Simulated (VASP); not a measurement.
Input:

```xyz
4
Lattice="2.2008 -3.7819 0.0000 2.2008 3.7819 0.0000 0.0000 0.0000 4.5430" Properties=species:S:1:pos:R:3 pbc="T T T"
Ga     2.2008     2.6045     4.1538
Ga     2.2008     1.1775     1.8823
Ga     2.2008    -1.1775     2.6608
Ga     2.2008    -2.6045     0.3892
```

All values below come from r2SCAN+rVV10, VASP's PBE PAW potentials (set 64) (plane waves; VASP). Numerical set-up: 520 eV cut-off, 9×9×8 Γ-centred mesh, tetrahedra with Blöchl corrections, potentials Ga_d.

Task: Give the energies of bands 22 to 30 at the high-symmetry points, in eV from the Fermi level.

Result: 
```
band      Γ      Y     C0      Z     A0      T      S      R
----  -----  -----  -----  -----  -----  -----  -----  -----
22    -4.59  -7.76  -8.09  -9.94  -7.34  -8.18  -9.16  -7.64
23    -4.25  -4.05  -6.95  -0.09  -6.39  -5.70  -3.63  -6.74
24    -1.88  -3.53  -1.44  -0.09  -6.39  -5.70  -3.63  -6.74
25    -1.31  -2.05  -1.41   0.01  -3.97  -1.41  -1.75  -1.74
26    -0.90  -1.91  -0.31   0.01  -3.97  -1.41  -1.75  -1.74
27     1.03   1.07  -0.09   0.38   4.62  -0.72   0.75   0.68
28     1.19   1.07   1.01   0.38   4.62  -0.72   0.75   0.68
29     1.24   3.85   1.96   2.12   5.51   6.89   4.42   7.83
30     5.67   3.95   3.34   2.12   5.51   6.89   4.42   7.85
```

It has no gap at this level: it comes out as a metal or semimetal.

The compound is Ga in the alpha structure. It was relaxed first.
